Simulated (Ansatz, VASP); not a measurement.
# Si2As4W (WSi2As4 monolayer): VASP beside Ansatz

One calculation is typed for both programs; each brings its own data sets. How far apart do they land? The structure shown is the start of the Ansatz relaxation below; VASP solves that cell, so the two are compared at the walk's first step.

Program: Ansatz 0.2.0. Level of theory: plane waves, with VASP 6.6.1 beside it; single point at PBE. Results are calculated unless marked as measured.

## 1. The structure

The cell holds 7 atoms: 4 As, 2 Si and 1 W. Cell: a = 3.630 Å, b = 3.630 Å, c = 42.110 Å, α = 90.0°, β = 90.0°, γ = 120.0°. Vacuum lies along c. The height across the vacuum is the one that the program set for its solve, not the one typed.

## 2. Ansatz: relaxation, PBE

Ansatz runs on its default PAW (the set named soft_2) files.

The two programs are compared at the cell with which this relaxation starts, whose forces are those of its first step.

Contents of input.yaml:

```yaml
crystal:
  lattice:
    - [3.63, 0.0, 0.0]
    - [-1.815, 3.1436722157, 0.0]
    - [0.0, 0.0, 27.155114908]
  atoms:
    - { symbol: As, position: [0.0, 0.0, 0.3314292733] }
    - { symbol: Si, position: [0.3333333333, 0.6666666667, 0.3594892218] }
    - { symbol: As, position: [0.3333333333, 0.6666666667, 0.4416100307] }
    - { symbol: W, position: [0.0, 0.0, 0.5] }
    - { symbol: As, position: [0.3333333333, 0.6666666667, 0.5583899693] }
    - { symbol: Si, position: [0.3333333333, 0.6666666667, 0.6405107782] }
    - { symbol: As, position: [0.0, 0.0, 0.6685707267] }
  periodic: [true, true, false]
kpoints:
  mp_grid: { grid: [9, 9, 1] }
hamiltonian:
  xc: pbe
scf:
  occupations: { method: fermi_dirac, width: 0.05 }
relax:
  f_tol: 0.01
  max_steps: 90
  cell: {}
```

Launch:

```console
$ ansatz run input.yaml --threads 4 --pin off --max-ram 8192MiB --backend cpu --events-out ev --progress --plain --runs-dir out
```

Numbers of over 12 decimals in the logs are rounded to 6 here.

Log:

```text
Warning: crystal.periodic: the lattice vector that does not repeat stood 0.000° off the slab's normal, 27.155 Å along it as the deck builds it. The run solves the slab on a vector along the normal, 42.110 Å long, with every atom where it was (on the deck's vector they left 18.00 Å outside them, and the widest stretch free of ions among them is 2.23 Å). A fractional position that the run reports is one of the run's ce [...]
crystal.periodic: the lattice vector that does not repeat stood 0.000° off the slab's normal, 27.155 Å along it as the deck builds it. The run solves the slab on a vector along the normal, 42.110 Å long, with every atom where it was (on the deck's vector they left 18.00 Å outside them, and the widest stretch free of ions among them is 2.23 Å). A fractional position that the run reports is one of the run's cell, which [...]
Engine: ansatz 0.2.0, x86_64-unknown-linux-gnu
Pseudopotentials: kind: paw
Pseudopotential: As, paw, valence charge 15, recommended cutoff 420 eV (normal), As.paw.azcp
Pseudopotential: Si, paw, valence charge 4, recommended cutoff 420 eV (normal), Si.paw.azcp
Pseudopotential: W, paw, valence charge 14, recommended cutoff 420 eV (normal), W.paw.azcp
Functional definition: PBE
  parameter kappa = 0.804
  parameter beta = 0.066725
  exchange = pbe_x(kappa = kappa, mu = beta*pi^2/3)
  correlation = pbe_c(beta = beta)
Crystal: 7 atoms, lattice volume = 480.542 Å³
Basis set: ecut = 420 eV, 9273 PW (Γ), exchange–correlation on 50×50×576 points (8 copies of the dense FFT grid, shifted against one another)
Bands: 50, of which v1, the nominal top of the filled ones, is band 41 counted from 1 (40 counted from 0)
Symmetry: 12 space group operations
Space group: P-6m2 (ITA 187), of the structure as read, at distance tolerance 7.8e-5 Å
k-points: 12 of 81 (time reversal used)
Non-local potential: As, projectors of the file, l = 0: 2, l = 1: 2, l = 2: 3, l = 3: 1
Non-local potential: Si, projectors of the file, l = 0: 2, l = 1: 2, l = 2: 2
Non-local potential: W, projectors of the file, l = 0: 3, l = 1: 2, l = 2: 2, l = 3: 1
PAW form: soft (Blöchl's): semilocal exchange-correlation on the pseudo side does not see the compensation charge
PAW one-centre angular grid: As, 590 points (default); XC on 64 Gauss nodes
PAW one-centre angular grid: Si, 110 points (default); XC on 64 Gauss nodes
PAW one-centre angular grid: W, 590 points (default); XC on 64 Gauss nodes
[...]
SCF iter   3: F=—  HF=-31081.277897 eV  |F-HF|=—  |Δ(HF+E_count)|=   1.10e-4  Δρ=1.83e-4  dr2=5.56e-4  ethr=5.87e-7  ⟨swp⟩=3.0  Hψ=949  notcnv=0
SCF iter   4: F=—  HF=-31081.277879 eV  |F-HF|=—  |Δ(HF+E_count)|=   1.88e-5  Δρ=8.94e-5  dr2=2.44e-4  ethr=5.87e-7  ⟨swp⟩=2.9  Hψ=797  notcnv=0
SCF iter   5: F=—  HF=-31081.277857 eV  |F-HF|=—  |Δ(HF+E_count)|=   2.19e-5  Δρ=2.37e-5  dr2=5.88e-6  ethr=2.97e-7  ⟨swp⟩=2.9  Hψ=909  notcnv=0
SCF iter   6: F=-31081.277856 eV  HF=-31081.277856 eV  |F-HF|=2.34e-7  |Δ(HF+E_count)|=   8.64e-7  Δρ=1.00e-5  dr2=5.64e-7  ethr=8.54e-10  ⟨swp⟩=5.8  Hψ=3398  notcnv=0
SCF 4 converged in 6 iterations: F = -31081.277856 eV  dr2 = 5.64e-7
relax step   4: F+E_penalty+E_count = -31081.27785605 eV  Δ(F+E_penalty+E_count) = -7.782e-3 eV  max|allowed force component| = 8.872e-2 eV/Å  Δτ_max = 0.0194 Å  P = +0.124 N/m  Ω = 474.903 Å³  energy of the carried Pulay correction = +2.835e-4 eV  fix = [c, alpha, beta]  reactions: c +0.000 N/m  (6 SCF iters, dr2 threshold 7.00e-7 eV, accepted)
[...]
relax step   5: F+E_penalty+E_count = -31081.27858846 eV  Δ(F+E_penalty+E_count) = -7.324e-4 eV  max|allowed force component| = 1.294e-2 eV/Å  Δτ_max = 0.0094 Å  P = -0.014 N/m  Ω = 475.346 Å³  energy of the carried Pulay correction = +2.611e-4 eV  fix = [c, alpha, beta]  reactions: c -0.000 N/m  (6 SCF iters, dr2 threshold 4.92e-7 eV, accepted)
[...]
relax step   6: F+E_penalty+E_count = -31081.27859808 eV  Δ(F+E_penalty+E_count) = -9.627e-6 eV  max|allowed force component| = 9.803e-4 eV/Å  Δτ_max = 0.0013 Å  P = -0.003 N/m  Ω = 475.424 Å³  energy of the carried Pulay correction = +2.571e-4 eV  fix = [c, alpha, beta]  reactions: c -0.000 N/m  (6 SCF iters, dr2 threshold 1.05e-8 eV, accepted)
[...]
relax step   7: F+E_penalty+E_count = -31081.27835248 eV  Δ(F+E_penalty+E_count) = +2.456e-4 eV  max|allowed force component| = 9.437e-4 eV/Å  Δτ_max = 0.0000 Å  P = -0.007 N/m  Ω = 475.424 Å³  fix = [c, alpha, beta]  reactions: c -0.000 N/m  stress off target by 6.90e-3 N/m on what of the cell is left free  SCF on the basis re-selected at this cell (its energy is not comparable with the rows above)  (7 SCF iters)
basis re-selected at this cell: Δ(F+E_penalty+E_count) = +2.456e-4 eV, ΔP = -0.004 N/m vs the last step (what re-selecting the basis moved, of the pressure what is left beyond the Pulay correction that the steps carried, after the strain that the cell walked since its last selection, with what the two solves' SCF thresholds leave and, on support functions, any second-order correction that the steps lacked; it is no m [...]
SCF converged after 7 iterations
Free energy (F): -31081.278352 eV
Harris-Foulkes:  -31081.278352 eV  (|F-HF|=8.73e-11)
Internal energy: -31081.278314 eV  (E = F + TS)
E sigma→0 (E₀):  -31081.278333 eV
Entropy (-TS):   -0.000039 eV (-0.006 meV/atom)
Fermi energy:    -4.438979 eV
--- Per-component energies (eV) ---
  E_band       = -2358.424544
  E_kinetic    = 943.177806
  E_local      = -364953.666511  (includes V_loc(G=0)·N_el)
  E_nonlocal   = -2628.368167
  E_hartree    = 182066.661535
  E_xc         = -693.629843
  E_vxc        = -648.653757  (∫ρ·V_xc dr)
  E_paw        = -16930.168622  (= ΣΔE_a)
  E_vpaw       = 795.762297  (= ΣTr[D̂ρ^β])
  E_aug_tail   = -0.000018  (compensation charges beyond the density's cutoff)
  E_ewald      = 171114.715507
  E_smearing   = -0.000039  (= −TS)
  E_closure    = -0.000000  (closes the sum)
  Σ components = -31081.278352   (vs F -31081.278352, Δ=0.00e0)
--- Forces (eV/Å), atoms counted from 1 ---
  atom   1  As     0.00000000     0.00000000    -0.00049715
  atom   2  Si     0.00000000    -0.00000000    -0.00068332
  atom   3  As     0.00000000    -0.00000000     0.00094372
  atom   4  W      0.00000000    -0.00000000     0.00000000
  atom   5  As     0.00000000    -0.00000000    -0.00094372
  atom   6  Si     0.00000000    -0.00000000     0.00068332
  atom   7  As     0.00000000     0.00000000     0.00049715
  max |Σ_I F_I| component: 1.06e-16 eV/Å
--- 2D stress c σ (N/m, compression-positive) ---
       -0.006904       0.000000       0.000000
        0.000000      -0.006904       0.000000
        0.000000       0.000000       0.000000
  P = ½ c Tr σ = -0.0069 N/m
--- Relaxed structure (6 steps of the walk, 6 accepted, 1 SCFs on fresh bases) ---
  F+E_penalty+E_count = -31081.27835248 eV   max|allowed force component| = 9.437e-4 eV/Å   (the final SCF, on the basis selected at the relaxed cell)
  cell:  # Å, volume = 475.4245 Å³
    - [3.610619, -2.1517453943313114e-18, 0.0]
    - [-1.805309, 3.126888, 0.0]
    - [0.0, 0.0, 42.110230]
  atoms:
    - { symbol: As, position: [1.0573552618554987e-17, -5.135725556199064e-17, 0.203931] }
    - { symbol: Si, position: [0.333333, 0.666667, 0.230532] }
    - { symbol: As, position: [0.333333, 0.666667, 0.286862] }
    - { symbol: W, position: [1.0573552618555e-17, -5.135725556199064e-17, 0.322429] }
    - { symbol: As, position: [0.333333, 0.666667, 0.357996] }
    - { symbol: Si, position: [0.333333, 0.666667, 0.414326] }
    - { symbol: As, position: [1.0573552618554987e-17, -5.135725556199064e-17, 0.440927] }
```

In the SCF lines HF is the Harris–Foulkes energy and dr2 the Hartree energy of the density residual, in eV; the loop may stop once dr2 is under the threshold and the program's other checks hold. Hψ counts applications of the Hamiltonian.

## 3. VASP: single point, PBE, start cell

The same cell, functional, mesh and smearing now go to VASP, with its own data sets.

Lines of VASP's logs that name or quote its potential files are left out, and so is its time.

Contents of INCAR:

```
SYSTEM = Si2As4W
PREC = Accurate
ENCUT = 520
EDIFF = 1E-06
NELM = 120
ISMEAR = -1
SIGMA = 0.05
LREAL = .FALSE.
ALGO = Normal
GGA = PE
NBANDS = 24
LASPH = .TRUE.
LORBIT = 11
LWAVE = .FALSE.
LCHARG = .FALSE.
ISIF = 2
LDIPOL = .TRUE.
IDIPOL = 3
DIPOL = 0.5 0.5 0.322
LVHAR = .TRUE.
GGA_COMPAT = .FALSE.
EFERMI = MIDGAP
NELMDL = -8
KPAR = 2
```

Contents of POSCAR:

```
Si2As4W
1.0
    3.6300000000      0.0000000000      0.0000000000
   -1.8150000000      3.1436720000      0.0000000000
    0.0000000000      0.0000000000     42.1102300000
As Si W
4 2 1
Direct
    0.0000000000      0.0000000000      0.2137247885
    0.3333332803      0.6666665606      0.2847757184
    0.3333332803      0.6666665606      0.3600821938
    0.0000000000      0.0000000000      0.4311331237
    0.3333332803      0.6666665606      0.2318194652
    0.3333332803      0.6666665606      0.4130384470
    0.0000000000      0.0000000000      0.3224289442
```

Contents of KPOINTS:

```
Automatic mesh
0
Gamma
9 9 1
0 0 0
```

The projector-augmented-wave data sets are As, Si and W (PBE family, release 64).

Launch:

```console
$ mpirun -np 2 vasp_std
```

Log:

```text
[banner, memory and clock lines left out]
running    2 mpi-ranks, on    1 nodes
 distrk:  each k-point on    1 cores,    2 groups
 distr:  one band on    1 cores,    1 groups

 POSCAR found type information on POSCAR AsSiW
 POSCAR found :  3 types and       7 ions
 LDA part: xc-table for (Slater+PW92), standard interpolation
 POSCAR, INCAR and KPOINTS ok, starting setup
 FFT: planning ... GRIDC
 FFT: planning ... GRID_SOFT
 FFT: planning ... GRID
 WAVECAR not read
 entering main loop
       N       E                     dE             d eps       ncg     rms          rms(c)
DAV:   1     0.233318077973E+03    0.23332E+03   -0.10572E+04   576   0.100E+03
DAV:   2    -0.142110388275E+02   -0.24753E+03   -0.23856E+03   904   0.185E+02
DAV:   3    -0.418544092678E+02   -0.27643E+02   -0.27146E+02   720   0.698E+01
DAV:   4    -0.428244688178E+02   -0.97006E+00   -0.96288E+00   864   0.157E+01
DAV:   5    -0.428518138816E+02   -0.27345E-01   -0.27335E-01   784   0.233E+00
DAV:   6    -0.428527435755E+02   -0.92969E-03   -0.92960E-03   904   0.404E-01
DAV:   7    -0.428527536322E+02   -0.10057E-04   -0.10057E-04   832   0.449E-02
DAV:   8    -0.428527539277E+02   -0.29546E-06   -0.29516E-06   744   0.651E-03    0.182E+01
DAV:   9    -0.416665581679E+02    0.11862E+01   -0.65482E+00   816   0.104E+01    0.658E+00
DAV:  10    -0.415370639832E+02    0.12949E+00   -0.44232E+00   888   0.117E+01    0.619E+00
DAV:  11    -0.412213295064E+02    0.31573E+00   -0.17311E+00   768   0.752E+00    0.105E+00
DAV:  12    -0.411607862835E+02    0.60543E-01   -0.27509E-01   752   0.323E+00    0.412E-01
DAV:  13    -0.411557181629E+02    0.50681E-02   -0.41045E-02   840   0.106E+00    0.286E-01
DAV:  14    -0.411530285606E+02    0.26896E-02   -0.17031E-02   776   0.759E-01    0.134E-01
[...]
DAV:  24    -0.411537807798E+02   -0.16409E-04   -0.46779E-06   656   0.886E-03    0.949E-03
DAV:  25    -0.411537839452E+02   -0.31654E-05   -0.32691E-07   496   0.227E-03    0.111E-02
DAV:  26    -0.411537929275E+02   -0.89823E-05   -0.14615E-06   504   0.542E-03    0.258E-03
DAV:  27    -0.411537944867E+02   -0.15592E-05   -0.90100E-07   456   0.411E-03    0.165E-03
DAV:  28    -0.411537959314E+02   -0.14447E-05   -0.17333E-07   360   0.229E-03    0.149E-03
DAV:  29    -0.411537992250E+02   -0.32937E-05   -0.94632E-08   416   0.168E-03    0.895E-04
DAV:  30    -0.411538013261E+02   -0.21011E-05   -0.12833E-07   416   0.159E-03    0.528E-04
DAV:  31    -0.411538021479E+02   -0.82177E-06   -0.46808E-08   376   0.109E-03
   1 F= -.41153802E+02 E0= -.41150714E+02  d E =-.617678E-02
```

Parts of OUTCAR (step 3):

```text
ion  position               nearest neighbor table
   1  0.000  0.000  0.214-   5 2.23   5 2.23   5 2.23
   2  0.333  0.667  0.285-   5 2.23   7 2.63   7 2.63   7 2.63
   3  0.333  0.667  0.360-   6 2.23   7 2.63   7 2.63   7 2.63
   4  0.000  0.000  0.431-   6 2.23   6 2.23   6 2.23
   5  0.333  0.667  0.232-   1 2.23   2 2.23   1 2.23   1 2.23
   6  0.333  0.667  0.413-   4 2.23   3 2.23   4 2.23   4 2.23
   7  0.000  0.000  0.322-   2 2.63   2 2.63   2 2.63   3 2.63   3 2.63   3 2.63

  LATTYP: Found a hexagonal cell.
 ALAT       =     3.6300000000
 C/A-ratio  =    11.6006143251

 Subroutine GETGRP returns: Found 12 space group operations
 (whereof  6 operations were pure point group operations)

The static configuration has the point symmetry C_3v.
 The point group associated with its full space group is D_3h.

 Found     12 irreducible k-points:

   k-points           NKPTS =     12   k-points in BZ     NKDIM =     12   number of bands    NBANDS=     24

   dimension x,y,z NGX =    28 NGY =   28 NGZ =  320
   dimension x,y,z NGXF=    56 NGYF=   56 NGZF=  640

   ENCUT  =  520.0 eV  38.22 Ry    6.18 a.u.   6.75  6.75 78.30*2*pi/ulx,y,z

   NELECT =      34.0000    total number of electrons

 k-points in reciprocal lattice and weights: Automatic mesh
   0.00000000  0.00000000  0.00000000       0.012
   0.11111111  0.00000000  0.00000000       0.074
   0.22222222 -0.00000000  0.00000000       0.074
   0.33333333  0.00000000  0.00000000       0.074
   0.44444444 -0.00000000  0.00000000       0.074
   0.11111111  0.11111111  0.00000000       0.074
   0.22222222  0.11111111  0.00000000       0.148
   0.33333333  0.11111111  0.00000000       0.148
   0.44444444  0.11111111  0.00000000       0.074
   0.22222222  0.22222222  0.00000000       0.074
   0.33333333  0.22222222  0.00000000       0.148
   0.33333333  0.33333333  0.00000000       0.025

 dipolmoment           0.000000      0.000000     -0.000018 electrons x Angstroem

 average (electrostatic) potential at core
       1 -56.6235       2 -55.8918       3 -55.8919       4 -56.6237       5 -92.2557
       6 -92.2558       7 -47.3705

 E-fermi :  -1.5608

 k-point     1 :       0.0000    0.0000    0.0000
  band No.  band energies     occupation
    ...
     13      -3.6289      2.00000
     14      -2.6762      2.00000
     15      -2.5028      2.00000
     16      -2.5028      2.00000
     17      -1.9362      1.99890
     18      -0.4674      0.00000
     19      -0.3597      0.00000
     20       0.2297      0.00000
     21       0.2297      0.00000
     22       0.3151      0.00000
    ...

 k-point     2 :       0.1111    0.0000    0.0000
  band No.  band energies     occupation
    ...
     13      -3.5127      2.00000
     14      -2.9165      2.00000
     15      -2.7009      2.00000
     16      -2.4890      2.00000
     17      -1.8907      1.99728
     18      -0.2321      0.00000
     19      -0.2135      0.00000
     20       0.6295      0.00000
     21       0.6625      0.00000
     22       0.7265      0.00000
    ...

 k-point     3 :       0.2222   -0.0000    0.0000
  band No.  band energies     occupation
    ...
     13      -3.5274      2.00000
     14      -3.1396      2.00000
     15      -3.1269      2.00000
     16      -2.8478      2.00000
     17      -2.2627      2.00000
     18      -0.7371      0.00000
     19      -0.6318      0.00000
     20       0.6451      0.00000
     21       0.7338      0.00000
     22       1.1336      0.00000
    ...

  Total        4.1583381      4.1583375     10.0034712      0.0000000      0.0000000      0.0000000
  in kB       13.8643308     13.8643289     33.3526113      0.0000000      0.0000000      0.0000000
  external PRESSURE =      20.3604237 kB  Pullay stress =       0.0000000 kB

  energy-cutoff  :      520.00
  volume of cell :      480.54
      direct lattice vectors                 reciprocal lattice vectors
     3.630000000  0.000000000  0.000000000     0.275482094  0.159049672  0.000000000
    -1.815000000  3.143672000  0.000000000     0.000000000  0.318099344  0.000000000
     0.000000000  0.000000000 42.110230000     0.000000000  0.000000000  0.023747199

 POSITION                                       TOTAL-FORCE (eV/Angst)
 -----------------------------------------------------------------------------------
      0.00000      0.00000      9.00000        -0.000000     -0.000000     -3.271898
      0.00000      2.09578     11.99197         0.000000      0.000000      3.116507
      0.00000      2.09578     15.16314         0.000000      0.000000     -3.116507
      0.00000      0.00000     18.15511        -0.000000     -0.000000      3.271898
      0.00000      2.09578      9.76197        -0.000000     -0.000000      1.317471
      0.00000      2.09578     17.39314        -0.000000     -0.000000     -1.317471
      0.00000      0.00000     13.57756         0.000000      0.000000      0.000000
 -----------------------------------------------------------------------------------
    total drift:                                0.000000      0.000166     -0.001144

  FREE ENERGIE OF THE ION-ELECTRON SYSTEM (eV)
  ---------------------------------------------------
  free  energy   TOTEN  =       -41.1538021479 eV

  energy  without entropy=      -41.1476253690  energy(sigma->0) =      -41.15071376

 vacuum level on the upper side and lower side of the slab         3.053         3.053

 total charge
# of ion       s       p       d       tot
------------------------------------------
    1        1.217   1.709   0.054   2.980
    2        1.200   1.600   0.062   2.862
    3        1.200   1.600   0.062   2.862
    4        1.217   1.709   0.054   2.980
    5        0.754   0.958   0.000   1.712
    6        0.754   0.958   0.000   1.712
    7        0.493   0.481   4.028   5.002
--------------------------------------------------
tot          6.834   9.015   4.260  20.109

[... 3 further parts left out ...]
```

The data set W keeps the semicore shell frozen, which is cheaper and a little less accurate.

## 4. Comparison

Known differences besides the potentials themselves: Ansatz cuts the interaction across the vacuum, VASP repeats the sheet with a dipole correction; the data sets hold 82 valence electrons in Ansatz (on its default PAW (the set named soft_2) files) and 34 in VASP; the cutoff is 420 eV in Ansatz and 520 eV in VASP. Total energies have different zeros and are not compared.

Forces (eV/Å; atoms numbered as in POSCAR):

```csv
atom,"Ansatz x, y, z","VASP x, y, z"
As1,"0.000, 0.000, -3.225","0.000, 0.000, -3.272"
As2,"0.000, 0.000, 3.001","0.000, 0.000, 3.117"
As3,"0.000, 0.000, -3.001","0.000, 0.000, -3.117"
As4,"0.000, 0.000, 3.225","0.000, 0.000, 3.272"
Si5,"0.000, 0.000, 1.331","0.000, 0.000, 1.317"
Si6,"0.000, 0.000, -1.331","0.000, 0.000, -1.317"
W7,"0.000, 0.000, 0.000","0.000, 0.000, 0.000"
```

The forces differ by 39 meV/Å r.m.s., which is 2.7 % of the r.m.s. force of 1.453 eV/Å (both taken over all components). With vacuum in the cell, a pressure given here is an average over mostly empty space and none of the material.

## 5. Results

| Property | Result |
| --- | --- |
| r.m.s. force difference (single point, PBE, start cell) | 2.7 % of the r.m.s. force |

In words: The r.m.s. force difference is 2.7 % of the r.m.s. force (single point, PBE, start cell), within the 3 % picked in this series as the mark of a large difference. The data sets hold unlike numbers of valence electrons (82 in Ansatz and 34 in VASP), so part of the differences comes from the potentials. 1 further run of this series is not shown here. Such differences can come from data sets, numerical settings and the points named under the comparisons, not from the functional's error against experiment.

[Lines on the potential files, build, host, timing and source positions are cut from VASP's logs without a mark.]

[Logs are printed without paths, hosts, clocks, repeated set-up lines and the standing remarks that a program may print on its own settings, such as how far it seeks lower states.]

[Hosts, paths, dates, database ids (printed as entryN), source tags and the programs' standing remarks are cut or masked in the printed files.]
